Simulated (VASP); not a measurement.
These are G0W0 on PBE orbitals, VASP's PBE PAW potentials (set 64) (plane waves; VASP 6.6.1) values and carry that method's errors.

VASP ran on this input.

File KPOINTS:
```
Automatic mesh
0
Gamma
6 6 6
0 0 0
```

### INCAR
```
ISMEAR=0
NOMEGA=64
ENCUTGW=180
LREAL=.FALSE.
NELMGW=1
SIGMA=0.01   # width (eV)
ALGO=EVGW0
PREC=Normal
NBANDS=120
LSPECTRALGW=.TRUE.
GGA=PE
LCHARG=.FALSE.
SYSTEM=NaI
LWAVE=.FALSE.
NBANDSGW=16
LASPH=.TRUE.   # aspherical one-centre terms
ENCUT=500
```

POSCAR:
```
NaI
6.470
  0.0000000000   0.5000000000   0.5000000000
  0.5000000000   0.0000000000   0.5000000000
  0.5000000000   0.5000000000   0.0000000000
Na I
1 1
Cartesian
  0.0000000000   0.0000000000   0.0000000000
  0.5000000000   0.5000000000   0.5000000000
```

POTCAR, in this order: Na_sv_GW I_GW (PBE.64 set). Program: vasp_std. Read from the step before: WAVECAR, WAVEDER.

The resulting files:

OSZICAR:
```
energies w=
    0.000    0.000    1.213    0.000    2.423    0.000    3.629    0.000
    4.828    0.000    6.019    0.000    7.199    0.000    8.367    0.000
    9.522    0.000   10.664    0.000   11.791    0.000   12.904    0.000
   14.003    0.000   15.088    0.000   16.160    0.000   17.219    0.000
   18.266    0.000   19.303    0.000   20.331    0.000   21.351    0.000
   22.365    0.000   23.374    0.000   24.381    0.000   25.386    0.000
   26.392    0.000   27.400    0.000   28.414    0.000   29.434    0.000
   30.464    0.000   31.506    0.000   32.562    0.000   33.636    0.000
   34.730    0.000   35.847    0.000   36.992    0.000   38.168    0.000
   39.379    0.000   40.630    0.000   41.927    0.000   43.275    0.000
   44.680    0.000   46.150    0.000   47.694    0.000   49.321    0.000
   51.042    0.000   52.869    0.000   54.817    0.000   56.904    0.000
   59.149    0.000   61.575    0.000   64.212    0.000   67.093    0.000
   70.259    0.000   73.760    0.000   77.659    0.000   82.034    0.000
   86.982    0.000   92.631    0.000   99.145    0.000  106.744    0.000
  115.728    0.000  126.515    0.000  139.704    0.000  156.192    0.000
NQ=   1    0.0000    0.0000    0.0000,
 performed        448000 updates of chi_q(r,r)
NQ=   2    0.1667    0.0000    0.0000,
 performed       1249000 updates of chi_q(r,r)
NQ=   3    0.3333    0.0000    0.0000,
 performed       2050000 updates of chi_q(r,r)
NQ=   4    0.5000    0.0000    0.0000,
 performed       2659000 updates of chi_q(r,r)
NQ=   5    0.1667    0.1667    0.0000,
 performed       3372000 updates of chi_q(r,r)
NQ=   6    0.3333    0.1667    0.0000,
 performed       4496000 updates of chi_q(r,r)
NQ=   7    0.5000    0.1667    0.0000,
 performed       5620000 updates of chi_q(r,r)
NQ=   8   -0.3333    0.1667    0.0000,
 performed       6744000 updates of chi_q(r,r)
NQ=   9   -0.1667    0.1667    0.0000,
 performed       7668000 updates of chi_q(r,r)
NQ=  10    0.3333    0.3333    0.0000,
 performed       8381000 updates of chi_q(r,r)
NQ=  11    0.5000    0.3333    0.0000,
 performed       9505000 updates of chi_q(r,r)
NQ=  12   -0.3333    0.3333    0.0000,
 performed      10429000 updates of chi_q(r,r)
NQ=  13    0.5000    0.5000    0.0000,
 performed      10992000 updates of chi_q(r,r)
NQ=  14    0.5000    0.3333    0.1667,
 performed      12124000 updates of chi_q(r,r)
NQ=  15   -0.3333    0.3333    0.1667,
 performed      13156000 updates of chi_q(r,r)
NQ=  16   -0.3333    0.5000    0.1667,
 performed      14080000 updates of chi_q(r,r)
 resolving degeneracies of screened two electron integrals
```

File OUTCAR:
```


 k-point   1 :       0.0000    0.0000    0.0000
  band No.  KS-energies  QP-energies   sigma(KS)   V_xc(KS)     V^pw_x(r,r')   Z            occupation Imag(sigma)

      1     -49.7069     -58.1764     -40.8321     -29.2787     -49.1343       0.7331       2.0000       0.5534
      2     -21.6456     -26.7042     -34.8542     -28.3133     -41.3457       0.7734       2.0000       0.2692
      3     -21.6456     -26.7042     -34.8542     -28.3133     -41.3457       0.7734       2.0000       0.2692
      4     -21.6456     -26.7042     -34.8542     -28.3133     -41.3457       0.7734       2.0000       0.2692
      5     -10.2341     -11.4617     -13.6402     -11.9525     -18.9280       0.7274       2.0000       1.5358
      6       0.7862      -0.5886     -13.0401     -11.2934     -14.2551       0.7871       2.0000       0.1484
      7       0.7862      -0.5886     -13.0401     -11.2934     -14.2551       0.7871       2.0000       0.1484
      8       0.7862      -0.5886     -13.0401     -11.2934     -14.2551       0.7871       2.0000       0.1484
      9       4.4261       5.1097      -6.5967      -7.4255      -3.6852       0.8249       0.0000      -0.1340
     10       8.7467       9.4035      -6.2754      -7.0862      -2.9734       0.8101       0.0000      -0.1848
     11       8.7467       9.4035      -6.2754      -7.0862      -2.9734       0.8101       0.0000      -0.1848
     12       8.7467       9.4035      -6.2754      -7.0862      -2.9734       0.8101       0.0000      -0.1848
     13      10.6038      11.4596      -6.9557      -8.0300      -3.3679       0.7966       0.0000      -0.2363
     14      10.6038      11.4596      -6.9557      -8.0300      -3.3679       0.7966       0.0000      -0.2363
     15      11.2249      11.5277      -5.1036      -5.4867      -1.2234       0.7904       0.0000      -0.3320
     16      12.3202      13.0808      -6.7497      -7.7203      -2.6407       0.7836       0.0000      -0.4024

 k-point   2 :       0.1667    0.0000    0.0000
  band No.  KS-energies  QP-energies   sigma(KS)   V_xc(KS)     V^pw_x(r,r')   Z            occupation Imag(sigma)

      1     -49.7068     -58.1969     -40.8320     -29.2788     -49.1342       0.7349       2.0000       0.5534
      2     -21.6460     -26.6963     -34.8527     -28.3111     -41.3440       0.7720       2.0000       0.2698
      3     -21.6460     -26.6963     -34.8527     -28.3111     -41.3440       0.7720       2.0000       0.2698
      4     -21.6460     -26.6963     -34.8527     -28.3111     -41.3440       0.7720       2.0000       0.2698
      5     -10.1602     -11.3754     -13.6924     -12.0263     -18.9584       0.7294       2.0000       1.5169
      6       0.0525      -1.3635     -12.3263     -10.5084     -13.6459       0.7789       2.0000       0.1668
      7       0.7109      -0.6760     -12.9782     -11.2144     -14.2109       0.7863       2.0000       0.1505
      8       0.7109      -0.6760     -12.9782     -11.2144     -14.2109       0.7863       2.0000       0.1505
      9       5.2377       5.9345      -7.0010      -7.8522      -4.0249       0.8186       0.0000      -0.1422
     10       8.2537       8.8604      -6.3172      -7.0689      -3.0215       0.8071       0.0000      -0.1875
     11       8.9370       9.6260      -6.4415      -7.2961      -3.0944       0.8062       0.0000      -0.1933
     12       8.9370       9.6260      -6.4415      -7.2961      -3.0944       0.8062       0.0000      -0.1933
     13      10.0741      10.8790      -6.8244      -7.8334      -3.2664       0.7977       0.0000      -0.2340
     14      10.0741      10.8790      -6.8244      -7.8334      -3.2664       0.7977       0.0000      -0.2340
     15      11.6073      12.2897      -6.2814      -7.1500      -2.2730       0.7856       0.0000      -0.3683
     16      12.9556      13.4523      -5.7436      -6.3725      -1.6815       0.7899       0.0000      -0.4249

 k-point   3 :       0.3333    0.0000    0.0000
  band No.  KS-energies  QP-energies   sigma(KS)   V_xc(KS)     V^pw_x(r,r')   Z            occupation Imag(sigma)

      1     -49.7067     -58.2017     -40.8320     -29.2790     -49.1343       0.7353       2.0000       0.5534
      2     -21.6493     -26.5981     -34.8384     -28.2955     -41.3287       0.7564       2.0000       0.2747
      3     -21.6458     -26.7005     -34.8534     -28.3124     -41.3449       0.7728       2.0000       0.2694
      4     -21.6458     -26.7005     -34.8534     -28.3124     -41.3449       0.7728       2.0000       0.2694
      5     -10.0036     -11.1926     -13.8114     -12.1917     -19.0289       0.7341       2.0000       1.4751
      6      -0.9769      -2.5174     -11.7968      -9.7987     -13.4142       0.7709       2.0000       0.2117
      7       0.5704      -0.8394     -12.8736     -11.0778     -14.1408       0.7851       2.0000       0.1546
      8       0.5704      -0.8394     -12.8736     -11.0778     -14.1408       0.7851       2.0000       0.1546
      9       5.8884       6.4973      -6.4449      -7.1885      -3.4415       0.8189       0.0000      -0.1496
     10       8.5134       9.2633      -6.7497      -7.6788      -3.4626       0.8071       0.0000      -0.1886
     11       8.5134       9.2633      -6.7497      -7.6788      -3.4626       0.8071       0.0000      -0.1886
     12       8.7979       9.6288      -7.4635      -8.5080      -3.8857       0.7955       0.0000      -0.2321
     13      10.9419      11.5916      -5.9769      -6.7996      -2.0400       0.7898       0.0000      -0.3282
     14      11.1258      11.8875      -6.7082      -7.6687      -2.9527       0.7931       0.0000      -0.2808
     15      11.1258      11.8875      -6.7082      -7.6687      -2.9527       0.7931       0.0000      -0.2808
     16      16.0165      16.5465      -5.7429      -6.3972      -1.4622       0.8100       0.0000      -0.6613

 k-point   4 :       0.5000    0.0000    0.0000
  band No.  KS-energies  QP-energies   sigma(KS)   V_xc(KS)     V^pw_x(r,r')   Z            occupation Imag(sigma)

      1     -49.7067     -58.2427     -40.8320     -29.2791     -49.1343       0.7389       2.0000       0.5534
      2     -21.6506     -26.5761     -34.8326     -28.2896     -41.3225       0.7528       2.0000       0.2765
      3     -21.6457     -26.7045     -34.8536     -28.3121     -41.3451       0.7733       2.0000       0.2695
      4     -21.6457     -26.7045     -34.8536     -28.3121     -41.3451       0.7733       2.0000       0.2695
      5      -9.9203     -11.0933     -13.8797     -12.2853     -19.0705       0.7357       2.0000       1.4521
      6      -1.3957      -2.9825     -11.6303      -9.5527     -13.3898       0.7638       2.0000       0.2368
      7       0.5044      -0.9153     -12.8287     -11.0182     -14.1121       0.7842       2.0000       0.1565
      8       0.5044      -0.9153     -12.8287     -11.0182     -14.1121       0.7842       2.0000       0.1565
      9       5.8792       6.4331      -6.2195      -6.8943      -3.2597       0.8209       0.0000      -0.1472
     10       8.2550       9.0070      -6.7927      -7.7236      -3.5524       0.8078       0.0000      -0.1829
     11       8.2550       9.0070      -6.7927      -7.7236      -3.5524       0.8078       0.0000      -0.1829
     12       9.5376      10.5659      -7.9444      -9.2566      -4.0695       0.7836       0.0000      -0.2870
     13      11.0989      11.5731      -5.8133      -6.4162      -1.8762       0.7866       0.0000      -0.3326
     14      13.2055      14.1881      -7.5844      -8.8318      -3.5695       0.7878       0.0000      -0.3726
     15      13.2055      14.1881      -7.5844      -8.8318      -3.5695       0.7878       0.0000      -0.3726
     16      13.4945      14.0621      -6.0033      -6.7247      -1.7651       0.7868       0.0000      -0.4758

 k-point   5 :       0.1667    0.1667    0.0000
  band No.  KS-energies  QP-energies   sigma(KS)   V_xc(KS)     V^pw_x(r,r')   Z            occupation Imag(sigma)

      1     -49.7068     -58.2098     -40.8320     -29.2789     -49.1342       0.7360       2.0000       0.5534
      2     -21.6461     -26.6685     -34.8521     -28.3105     -41.3434       0.7678       2.0000       0.2699
      3     -21.6461     -26.6685     -34.8521     -28.3105     -41.3434       0.7678       2.0000       0.2699
      4     -21.6461     -26.6685     -34.8521     -28.3105     -41.3434       0.7678       2.0000       0.2699
      5     -10.1370     -11.3495     -13.7060     -12.0473     -18.9650       0.7310       2.0000       1.5111
      6       0.0586      -1.3524     -12.2886     -10.4785     -13.5946       0.7795       2.0000       0.1661
      7       0.5739      -0.8301     -12.8835     -11.0955     -14.1484       0.7852       2.0000       0.1540
      8       0.5739      -0.8301     -12.8835     -11.0955     -14.1484       0.7852       2.0000       0.1540
      9       5.5225       6.2523      -7.2173      -8.1119      -4.1982       0.8157       0.0000      -0.1466
     10       7.7373       8.2823      -5.9458      -6.6165      -2.7547       0.8126       0.0000      -0.1718
     11       8.8543       9.6417      -6.8187      -7.7991      -3.4036       0.8032       0.0000      -0.2087
     12       9.3640      10.0627      -6.5733      -7.4454      -3.1354       0.8012       0.0000      -0.2093
     13       9.3640      10.0627      -6.5733      -7.4454      -3.1354       0.8012       0.0000      -0.2093
     14      10.9207      11.7900      -7.0052      -8.0975      -3.3538       0.7959       0.0000      -0.2513
     15      12.9658      13.7350      -6.6565      -7.6347      -2.5069       0.7863       0.0000      -0.4512
     16      12.9658      13.7350      -6.6565      -7.6347      -2.5069       0.7863       0.0000      -0.4512

 k-point   6 :       0.3333    0.1667    0.0000
  band No.  KS-energies  QP-energies   sigma(KS)   V_xc(KS)     V^pw_x(r,r')   Z            occupation Imag(sigma)

      1     -49.7067     -58.2513     -40.8320     -29.2790     -49.1343       0.7396       2.0000       0.5534
      2     -21.6483     -26.5962     -34.8426     -28.2998     -41.3333       0.7562       2.0000       0.2730
      3     -21.6461     -26.6908     -34.8524     -28.3107     -41.3437       0.7712       2.0000       0.2695
      4     -21.6461     -26.6908     -34.8524     -28.3107     -41.3437       0.7712       2.0000       0.2695
      5     -10.0104     -11.1990     -13.7954     -12.1753     -19.0151       0.7337       2.0000       1.4776
...
```
(Selected blocks of OUTCAR.)

The mesh is coarse and the basis finite, so the quasiparticle values are not converged.

The compound is NaI in the rock salt structure. The cell was not relaxed at this level.
